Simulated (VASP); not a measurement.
Computed with rev-vdW-DF2, VASP's PBE PAW potentials (set 64) (plane waves; VASP).

Input for VASP

POSCAR:
```
C
1
    1.2330775749    -2.1357525127     0.0000000000
    1.2330775749     2.1357525127     0.0000000000
    0.0000000000     0.0000000000     6.6286708694
C
4
Direct
  0.0000000000   0.0000000000   0.2500000000
  0.0000000000   0.0000000000   0.7500000000
  0.3333330000   0.6666670000   0.2500000000
  0.6666670000   0.3333330000   0.7500000000
```

KPOINTS:
```
Automatic mesh
0
Gamma
11 11 4
0 0 0
```

INCAR:
```
SYSTEM = C
PREC = Accurate
ENCUT = 520
EDIFF = 1E-7
NELM = 100
ALGO = Normal
LREAL = .FALSE.
LASPH = .TRUE.
ISMEAR = -5
GGA = MK
PARAM1 = 0.1234568
PARAM2 = 0.7114
ZAB_VDW = -1.8867
LUSE_VDW = .TRUE.
AGGAC = 0.0
LWAVE = .FALSE.
LCHARG = .TRUE.
LORBIT = 11
NEDOS = 601
ISIF = 2
LEFG = .TRUE.
```

POTCAR, in this order: C (PBE.64 set). Program: vasp_std.

Output of the run:

OSZICAR:
```
       N       E                     dE             d eps       ncg     rms          rms(c)
DAV:   1     0.522417088353E+02    0.52242E+02   -0.82948E+03  1152   0.123E+03
DAV:   2    -0.317166745089E+02   -0.83958E+02   -0.76946E+02  1644   0.232E+02
DAV:   3    -0.354560626430E+02   -0.37394E+01   -0.37127E+01  1440   0.500E+01
DAV:   4    -0.355026004346E+02   -0.46538E-01   -0.46485E-01  1456   0.640E+00
DAV:   5    -0.355035457380E+02   -0.94530E-03   -0.94518E-03  1408   0.905E-01    0.895E+00
DAV:   6    -0.337143506063E+02    0.17892E+01   -0.18666E+00  1360   0.932E+00    0.519E+00
DAV:   7    -0.331560347362E+02    0.55832E+00   -0.20349E+00  1356   0.988E+00    0.135E+00
DAV:   8    -0.331605480024E+02   -0.45133E-02   -0.65073E-02  1344   0.176E+00    0.128E-01
DAV:   9    -0.331601513655E+02    0.39664E-03   -0.17206E-03  1460   0.329E-01    0.607E-02
DAV:  10    -0.331602090429E+02   -0.57677E-04   -0.14371E-04  1416   0.104E-01    0.369E-02
DAV:  11    -0.331602064745E+02    0.25684E-05   -0.40834E-06  1456   0.182E-02    0.215E-03
DAV:  12    -0.331602063221E+02    0.15242E-06   -0.84115E-08  1132   0.309E-03    0.114E-03
DAV:  13    -0.331602063034E+02    0.18713E-07   -0.33285E-08  1000   0.184E-03
   1 F= -.33160206E+02 E0= -.33160206E+02  d E =0.000000E+00
```

OUTCAR:
```
------------------------ aborting loop because EDIFF is reached ----------------------------------------
  FORCE on cell =-STRESS in cart. coord.  units (eV):
  Direction    XX          YY          ZZ          XY          YZ          ZX
  --------------------------------------------------------------------------------------
  Total       -0.0520379     -0.0520378     -0.0262070      0.0000000     -0.0000000      0.0000000
  in kB       -2.3879887     -2.3879876     -1.2026268      0.0000000     -0.0000000      0.0000000
  external PRESSURE =      -1.9928677 kB  Pullay stress =       0.0000000 kB
  volume of cell :       34.91
      direct lattice vectors                 reciprocal lattice vectors
     1.233077575 -2.135752513  0.000000000     0.405489492 -0.234109522  0.000000000
     1.233077575  2.135752513  0.000000000     0.405489492  0.234109522  0.000000000
     0.000000000  0.000000000  6.628670869     0.000000000  0.000000000  0.150859806
 POSITION                                       TOTAL-FORCE (eV/Angst)
 -----------------------------------------------------------------------------------
      0.00000      0.00000      1.65717         0.000000      0.000000      0.000000
      0.00000      0.00000      4.97150         0.000000     -0.000000     -0.000000
      1.23308      0.71192      1.65717        -0.000000     -0.000000      0.000000
      1.23308     -0.71192      4.97150        -0.000000      0.000000     -0.000000
 -----------------------------------------------------------------------------------
    total drift:                               -0.000000     -0.000000      0.000000
  FREE ENERGIE OF THE ION-ELECTRON SYSTEM (eV)
  ---------------------------------------------------
  free  energy   TOTEN  =       -33.1602063034 eV

  energy  without entropy=      -33.1602063034  energy(sigma->0) =      -33.16020630

 total charge

# of ion       s       p       d       tot
------------------------------------------
    1        0.860   1.785   0.000   2.645
    2        0.860   1.785   0.000   2.645
    3        0.859   1.790   0.000   2.648
    4        0.859   1.790   0.000   2.648
--------------------------------------------------
tot          3.437   7.150   0.000  10.586

 Electric field gradients after diagonalization (V/A^2)
 (convention: |V_zz| > |V_xx| > |V_yy|)
----------------------------------------------------------------------
 ion       V_xx      V_yy      V_zz     asymmetry (V_yy - V_xx)/ V_zz
----------------------------------------------------------------------
   1     -16.763   -16.761    33.524       0.000
   2     -16.763   -16.761    33.524       0.000
   3     -15.642   -15.641    31.283       0.000
   4     -15.642   -15.641    31.283       0.000
```
(Selected blocks of OUTCAR.)

The compound is C in the graphite structure. It was relaxed first.
